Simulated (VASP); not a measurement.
## How biaxial strain in the (001) plane changes Ge

Strain engineering needs slopes: what does biaxial strain in the (001) plane do to the lattice and the band edges of Ge?

Calculated with VASP 6.6.1; PBEsol; plane waves and PAW (Ge_d), in the first sound run; inputs show where later runs differ.

## Step 1: The starting structure

The structure is cubic, space group Fd-3m (No. 227). The conventional cell has a = 5.658 Å, b = 5.658 Å, c = 5.658 Å, α = 90.00°, β = 90.00°, γ = 90.00°. Nearest to Ge lie 4 Ge at 2.45 Å.

## Step 2: Relax the crystal, PBEsol

The series starts from the cell that this level prefers, so that zero strain is near zero stress.

Level: PBEsol; plane waves and PAW (Ge_d).

Input file INCAR:

```
SYSTEM = Ge
PREC = Accurate
ENCUT = 470
EDIFF = 1E-07
NELM = 120
ISMEAR = 0
SIGMA = 0.02
LREAL = .FALSE.
ALGO = Normal
GGA = PS
NBANDS = 20
LORBIT = 11
LWAVE = .FALSE.
LCHARG = .FALSE.
KPAR = 8
IBRION = 2
NSW = 40
ISIF = 3
EDIFFG = -0.005
POTIM = 0.4
```

Input file POSCAR:

```
Ge
1.0
    0.0000000000      2.8290000000      2.8290000000
    2.8290000000      0.0000000000      2.8290000000
    2.8290000000      2.8290000000      0.0000000000
Ge
2
Direct
    0.0000000000      0.0000000000      0.0000000000
    0.2500000000      0.2500000000      0.2500000000
```

Input file KPOINTS:

```
Automatic mesh
0
Gamma
9 9 9
0 0 0
```

Potentials, in the order of the species: Ge_d (PBE family, release 64).

On the command line:

```
$ mpirun -np 8 vasp_std
```

Output:

```text
[banner, memory and clock lines left out]
running    8 mpi-ranks, on    1 nodes
[...]
|                                                                             |
|           W    W    AA    RRRRR   N    N  II  N    N   GGGG   !!!           |
|           W    W   A  A   R    R  NN   N  II  NN   N  G    G  !!!           |
|           W    W  A    A  R    R  N N  N  II  N N  N  G       !!!           |
|           W WW W  AAAAAA  RRRRR   N  N N  II  N  N N  G  GGG   !            |
|           WW  WW  A    A  R   R   N   NN  II  N   NN  G    G                |
|           W    W  A    A  R    R  N    N  II  N    N   GGGG   !!!           |
|                                                                             |
|     For optimal performance we recommend to set                             |
|       NCORE = 2 up to number-of-cores-per-socket                            |
|     NCORE specifies how many cores store one orbital (NPAR=cpu/NCORE).      |
|     This setting can greatly improve the performance of VASP for DFT.       |
[...]
DAV:  12    -0.987085738967E+01    0.19167E-06   -0.11334E-06  1808   0.194E-02    0.274E-04
DAV:  13    -0.987085733722E+01    0.52444E-07   -0.25786E-08   964   0.229E-03
   1 F= -.98708573E+01 E0= -.98708328E+01  d E =-.987086E+01
[...]
N       E                     dE             d eps       ncg     rms          rms(c)
DAV:   1    -0.987869348882E+01   -0.78361E-02   -0.10205E-01  1916   0.622E+00    0.512E-01
DAV:   2    -0.987302237817E+01    0.56711E-02   -0.73471E-03  1828   0.168E+00    0.254E-01
DAV:   3    -0.987122332516E+01    0.17991E-02   -0.28295E-03  1868   0.910E-01    0.599E-02
DAV:   4    -0.987108842478E+01    0.13490E-03   -0.33981E-04  1816   0.355E-01    0.127E-02
DAV:   5    -0.987108629739E+01    0.21274E-05   -0.22814E-05  1636   0.892E-02    0.912E-03
DAV:   6    -0.987108576893E+01    0.52846E-06   -0.13488E-06  1800   0.205E-02    0.537E-04
DAV:   7    -0.987108569644E+01    0.72493E-07   -0.69943E-08   948   0.449E-03
   2 F= -.98710857E+01 E0= -.98710645E+01  d E =-.228359E-03
 trial-energy change:   -0.000228  1 .order   -0.000230   -0.000426   -0.000033
 step:   1.0876(harm=  1.0852)  dis= 0.00000  next Energy=    -9.871087 (dE=-0.230E-03)
 reached required accuracy - stopping structural energy minimisation
```

Run time: 5 s. Hardware: 8 MPI ranks of Intel Xeon 6975P-C (Granite Rapids), shared host; peak memory 1.4 GiB; 28 s of CPU time.

Lines that name or quote the potential files are left out of all logs, and their timing lines are given in words.

From OUTCAR (step 2):

```text
  Total        0.0067406      0.0067406      0.0067406      0.0000000      0.0000000      0.0000000
  in kB        0.2373146      0.2373146      0.2373146      0.0000000      0.0000000      0.0000000
  external PRESSURE =       0.2373146 kB  Pullay stress =       0.0000000 kB

 POSITION                                       TOTAL-FORCE (eV/Angst)
 -----------------------------------------------------------------------------------
      2.83369      2.83369      0.00000        -0.000000     -0.000000     -0.000000
      1.41684      1.41684      1.41684         0.000000      0.000000      0.000000
 -----------------------------------------------------------------------------------
    total drift:                                0.000000      0.000000      0.000000

  FREE ENERGIE OF THE ION-ELECTRON SYSTEM (eV)
  ---------------------------------------------------
  free  energy   TOTEN  =        -9.8710856964 eV

  energy  without entropy=       -9.8710433673  energy(sigma->0) =       -9.87106453

 reached required accuracy - stopping structural energy minimisation

[... 3 further parts left out ...]
[key lines of the parts left out:]
E-fermi :   4.8163
```

This run gave:

```
energy(sigma→0) of the program : -9.8711 eV
stress, compression positive   : xx, yy, zz 0.02, 0.02, 0.02 GPa
volume                         : 45.508 Å³
ionic steps                    : 2
```

## Step 3: Strain along the normal, PBEsol

One member in full: the plane is strained by -1 %, and the strain along the normal is moved by secant steps until the normal stress is under 0.012 GPa or five steps are spent; the atoms relax at each step.

This step took 3 runs, each at a new trial strain with the atoms of the one before; the last is shown.

Level: PBEsol; plane waves and PAW (Ge_d).

INCAR: that of step 2 with these lines changed.

```diff
@@ -14,7 +14,7 @@
 LCHARG = .FALSE.
-KPAR = 8
-IBRION = 2
-NSW = 40
-ISIF = 3
-EDIFFG = -0.005
-POTIM = 0.4
+KPAR = 2
+IBRION = 1
+NSW = 25
+ISIF = 2
+EDIFFG = -0.004
+POTIM = 0.3
```

Input file POSCAR:

```
Ge
1.0
    0.0000000000      2.8053484840      2.8530610690
    2.8053484840      0.0000000000      2.8530610690
    2.8053484840      2.8053484840      0.0000000000
Ge
2
Direct
    0.0000000000      0.0000000000      0.0000000000
    0.2500000000      0.2500000000      0.2500000000
```

KPOINTS is that of step 2.

On the command line:

```
$ mpirun -np 2 vasp_std
```

Output:

```text
[banner, memory and clock lines left out]
running    2 mpi-ranks, on    1 nodes
[...]
[... a notice as in an earlier step ...]

 LDA part: xc-table for (Slater+PW92), standard interpolation
 POSCAR, INCAR and KPOINTS ok, starting setup
[...]
entering main loop
       N       E                     dE             d eps       ncg     rms          rms(c)
DAV:   1     0.174740377631E+03    0.17474E+03   -0.13988E+04  3228   0.361E+03
DAV:   2     0.146172355629E+02   -0.16012E+03   -0.15614E+03  3012   0.569E+02
DAV:   3    -0.925286263777E+01   -0.23870E+02   -0.23674E+02  3432   0.141E+02
DAV:   4    -0.100067846008E+02   -0.75392E+00   -0.75349E+00  3316   0.295E+01
[...]
DAV:  11    -0.986695909650E+01   -0.90192E-06   -0.69233E-06  4096   0.441E-02    0.199E-03
DAV:  12    -0.986695886882E+01    0.22768E-06   -0.11600E-06  3924   0.201E-02    0.269E-04
DAV:  13    -0.986695881986E+01    0.48962E-07   -0.25730E-08  2124   0.227E-03
   1 F= -.98669588E+01 E0= -.98669442E+01  d E =-.986696E+01
 BRION: g(F)=  0.368E-46 g(S)=  0.000E+00
 reached required accuracy - stopping structural energy minimisation
```

Wall time 13 s (2 MPI ranks); peak memory 0.34 GiB; 20 s of CPU time.

Parts of OUTCAR (step 3):

```text
  Total        0.3571283      0.3571283      0.0002944      0.0000000      0.0000000     -0.0000000
  in kB       12.7414866     12.7414866      0.0105043      0.0000000      0.0000000     -0.0000000
  external PRESSURE =       8.4978258 kB  Pullay stress =       0.0000000 kB

 POSITION                                       TOTAL-FORCE (eV/Angst)
 -----------------------------------------------------------------------------------
      0.00000      0.00000      0.00000        -0.000000     -0.000000      0.000000
      1.40267      1.40267      1.42653         0.000000      0.000000      0.000000
 -----------------------------------------------------------------------------------
    total drift:                                0.000000      0.000000      0.000000

  FREE ENERGIE OF THE ION-ELECTRON SYSTEM (eV)
  ---------------------------------------------------
  free  energy   TOTEN  =        -9.8669588199 eV

  energy  without entropy=       -9.8669296789  energy(sigma->0) =       -9.86694425

[... 1 part as in an earlier step ...]

[... 3 further parts left out ...]
[key lines of the parts left out:]
E-fermi :   5.0002
```

Read from the output:

```
energy(sigma→0) of the program : -9.8669 eV
stress, compression positive   : xx, yy, zz 1.27, 1.27, 0.00 GPa
ionic steps                    : 1
```

## Step 4: Band edges, TB-mBJ with spin-orbit coupling

Short lines in KPOINTS_OPT sample the zone centre along and across the normal of the plane, for masses, and the other valleys.

Level: TB-mBJ, spin-orbit coupling; plane waves and PAW (Ge_d).

TB-mBJ has no energy functional, so the total energy, stress and pressure in this output mean nothing.

Input file INCAR:

```
SYSTEM = Ge
PREC = Accurate
ENCUT = 470
EDIFF = 1E-06
NELM = 150
ISMEAR = 0
SIGMA = 0.02
LREAL = .FALSE.
ALGO = Normal
METAGGA = MBJ
LASPH = .TRUE.
LNONCOLLINEAR = .TRUE.
MAGMOM = 0 0 0 0 0 0
NBANDS = 38
GGA_COMPAT = .FALSE.
LSORBIT = .TRUE.
LWAVE = .FALSE.
LCHARG = .FALSE.
KPAR = 2
```

POSCAR is that of step 3.

Input file KPOINTS:

```
Automatic mesh
0
Gamma
7 7 7
0 0 0
```

Input file KPOINTS_OPT:

```
Line mode
6
Line-mode
Reciprocal
  0.00000000   0.00000000   0.00000000
  0.02270394   0.02270394   0.00000000

  0.00000000   0.00000000   0.00000000
 -0.00000000  -0.02232425  -0.02232425

  0.31000000   0.31000000   0.00000000
  0.50000000   0.50000000   0.00000000

  0.00000000   0.31000000   0.31000000
  0.00000000   0.50000000   0.50000000

  0.45000000   0.45000000   0.45000000
  0.50000000   0.50000000   0.50000000

  0.45000000   0.00000000   0.00000000
  0.50000000   0.00000000   0.00000000

  0.42500000   0.42500000   0.00000000
  0.42500000   0.44732425   0.02232425

  0.50000000   0.50000000   0.50000000
  0.48421437   0.51578563   0.50000000
```

On the command line:

```
$ mpirun -np 2 vasp_ncl
```

Output:

```text
[banner, memory and clock lines left out]
running    2 mpi-ranks, on    1 nodes
[...]
[... a notice as in an earlier step ...]

 LDA part: xc-table for (None), standard interpolation
 POSCAR, INCAR and KPOINTS ok, starting setup
[...]
entering main loop
       N       E                     dE             d eps       ncg     rms          rms(c)
DAV:   1     0.472182749515E+03    0.47218E+03   -0.12715E+04  3724   0.379E+03
DAV:   2     0.262182664326E+03   -0.21000E+03   -0.20240E+03  3040   0.801E+02
DAV:   3     0.221355137315E+03   -0.40828E+02   -0.40264E+02  3374   0.196E+02
DAV:   4     0.219117171061E+03   -0.22380E+01   -0.22319E+01  3626   0.541E+01
[...]
DAV:  31     0.219569168402E+03   -0.11542E-05   -0.90798E-13  1520   0.332E-05    0.337E-06
DAV:  32     0.219569167331E+03   -0.10716E-05    0.37956E-12  1520   0.131E-05    0.206E-06
DAV:  33     0.219569167293E+03   -0.37709E-07    0.28653E-12  1520   0.142E-05
   1 F= 0.21956917E+03 E0= 0.21956917E+03  d E =-.530731E-19  mag=     0.0000     0.0000    -0.0000
 Start KPOINTS_OPT (optional k-point list driver)
k-point batch [1-40\48]
       N       E                     dE             ncg
DAV:   1    -0.556755661364E+04   -0.27253E+05     3680
DAV:   2    -0.140572335790E+05   -0.84897E+04     3040
DAV:   3    -0.156935489668E+05   -0.16363E+04     3344
DAV:   4    -0.157838967192E+05   -0.90348E+02     3488
[...]
DAV:   8    -0.157862333769E+05   -0.13787E-03     3782
DAV:   9    -0.157862333843E+05   -0.73680E-05     2598
DAV:  10    -0.157862333847E+05   -0.39991E-06     2098
k-point batch [41-48\48]
       N       E                     dE             ncg
DAV:   1     0.209769167039E+05   -0.70653E+04      718
DAV:   2     0.192033792106E+05   -0.17735E+04      608
DAV:   3     0.188615975376E+05   -0.34178E+03      638
DAV:   4     0.188419254365E+05   -0.19672E+02      704
[...]
DAV:   8     0.188413738374E+05   -0.31423E-04      770
DAV:   9     0.188413738356E+05   -0.18466E-05      536
DAV:  10     0.188413738355E+05   -0.11747E-06      474
```

The job ended after 2.7 min (2 MPI ranks; peak memory 0.69 GiB; 4.4 min of CPU time).

From OUTCAR (step 4):

```text
  LATTYP: Found a body centered tetragonal cell.
 ALAT       =     3.9673618733
 C/A-ratio  =     1.4382661124

 Subroutine GETGRP returns: Found 16 space group operations
 (whereof  8 operations were pure point group operations)

The static configuration has the point symmetry D_2d.
 The point group associated with its full space group is D_4h.

 Found     40 irreducible k-points:

   k-points           NKPTS =     40   k-points in BZ     NKDIM =     40   number of bands    NBANDS=     38

   dimension x,y,z NGX =    28 NGY =   28 NGZ =   28
   dimension x,y,z NGXF=    56 NGYF=   56 NGZF=   56

   ENCUT  =  470.0 eV  34.54 Ry    5.88 a.u.   7.07  7.07  7.01*2*pi/ulx,y,z

   NELECT =      28.0000    total number of electrons

 E-fermi :   5.3604

 k-point     1 :       0.0000    0.0000    0.0000
  band No.  band energies     occupation
    ...
     24       4.9010      1.00000
     25       5.1668      1.00000
     26       5.1668      1.00000
     27       5.2436      1.00000
     28       5.2436      1.00000
     29       5.9449      0.00000
     30       5.9449      0.00000
     31       7.7884      0.00000
     32       7.7884      0.00000
     33       7.9689      0.00000
    ...

 k-point     2 :       0.1429    0.0000    0.0000
  band No.  band energies     occupation
    ...
     24       2.6386      1.00000
     25       4.6050      1.00000
     26       4.6050      1.00000
     27       4.8133      1.00000
     28       4.8133      1.00000
     29       6.6676      0.00000
     30       6.6676      0.00000
     31       8.4004      0.00000
     32       8.4004      0.00000
     33       8.5384      0.00000
    ...

  Total     -210.5159050   -210.5159050   -211.1106692      0.0000000     -0.0000000      0.0000000
  in kB    -7510.7066063  -7510.7066063  -7531.9263785      0.0000000     -0.0000000      0.0000000
  external PRESSURE =   -7517.7798637 kB  Pullay stress =       0.0000000 kB

 POSITION                                       TOTAL-FORCE (eV/Angst)
 -----------------------------------------------------------------------------------
      0.00000      0.00000      0.00000         0.000000     -0.000000      0.000000
      1.40267      1.40267      1.42653        -0.000000      0.000000     -0.000000
 -----------------------------------------------------------------------------------
    total drift:                                0.000000      0.000000      0.000000

  FREE ENERGIE OF THE ION-ELECTRON SYSTEM (eV)
  ---------------------------------------------------
  free  energy   TOTEN  =       219.5691672931 eV

  energy  without entropy=      219.5691672931  energy(sigma->0) =      219.56916729

 Spin-Orbit-Coupling matrix elements
 Ion:    1  E_soc:     -0.0170059
 Ion:    2  E_soc:     -0.0170059

[... 1 part as in an earlier step ...]

[... 7 further parts left out ...]
```

## Step 5: Band edges, r2SCAN with spin-orbit coupling

Short lines in KPOINTS_OPT sample the zone centre along and across the normal of the plane, for masses, and the other valleys.

Level: r2SCAN, spin-orbit coupling; plane waves and PAW (Ge_d).

INCAR: that of step 4 with these lines changed.

```diff
@@ -4,3 +4,3 @@
 EDIFF = 1E-06
-NELM = 150
+NELM = 100
 ISMEAR = 0
@@ -9,3 +9,3 @@
 ALGO = Normal
-METAGGA = MBJ
+METAGGA = R2SCAN
 LASPH = .TRUE.
```

POSCAR is that of step 4.

KPOINTS is that of step 4.

KPOINTS_OPT is that of step 4.

On the command line:

```
$ mpirun -np 2 vasp_ncl
```

Output:

```text
[... set-up lines as in an earlier step ...]
 entering main loop
       N       E                     dE             d eps       ncg     rms          rms(c)
DAV:   1     0.237088576124E+03    0.23709E+03   -0.13276E+04  3692   0.398E+03
DAV:   2     0.154713145671E+02   -0.22162E+03   -0.21384E+03  3040   0.845E+02
DAV:   3    -0.279178093597E+02   -0.43389E+02   -0.42807E+02  3372   0.204E+02
DAV:   4    -0.303763582650E+02   -0.24585E+01   -0.24532E+01  3534   0.572E+01
[...]
DAV:  13    -0.277351760919E+02   -0.11064E-05   -0.11207E-05  3328   0.557E-02    0.348E-03
DAV:  14    -0.277351795214E+02   -0.34294E-05   -0.39450E-06  2982   0.411E-02    0.320E-03
DAV:  15    -0.277351802500E+02   -0.72860E-06   -0.28142E-06  3196   0.383E-02
   1 F= -.27735180E+02 E0= -.27735180E+02  d E =-.158727E-23  mag=     0.0000    -0.0000    -0.0000
 Start KPOINTS_OPT (optional k-point list driver)
k-point batch [1-40\48]
       N       E                     dE             ncg
DAV:   1    -0.588464639296E+04   -0.27570E+05     3650
DAV:   2    -0.146335910902E+05   -0.87489E+04     3040
DAV:   3    -0.163507263172E+05   -0.17171E+04     3346
DAV:   4    -0.164471898576E+05   -0.96464E+02     3456
[...]
DAV:   8    -0.164491865131E+05   -0.10834E-03     3668
DAV:   9    -0.164491865175E+05   -0.43268E-05     2670
DAV:  10    -0.164491865177E+05   -0.23247E-06     1958
k-point batch [41-48\48]
       N       E                     dE             ncg
DAV:   1     0.208970055283E+05   -0.71452E+04      718
DAV:   2     0.190823093714E+05   -0.18147E+04      608
DAV:   3     0.187272611207E+05   -0.35505E+03      644
DAV:   4     0.187067037955E+05   -0.20557E+02      698
[...]
DAV:   8     0.187062501014E+05   -0.29377E-04      730
DAV:   9     0.187062500998E+05   -0.16040E-05      608
DAV:  10     0.187062500997E+05   -0.81131E-07      466
```

It took 4.8 min on 2 MPI ranks; peak memory 0.68 GiB.

[end of part 1 of 2]

[Lines on the potential files, build, host, timing and source positions are cut from VASP's logs without a mark.]

[Logs are printed without paths, hosts, clocks, repeated set-up lines and the standing remarks that a program may print on its own settings, such as how far it seeks lower states.]

[Hosts, paths, dates, database ids (printed as entryN), source tags and the programs' standing remarks are cut or masked in the printed files.]

[In band tables of VASP the shares of atoms and orbitals are scaled to a sum of 1 inside the atoms' spheres.]
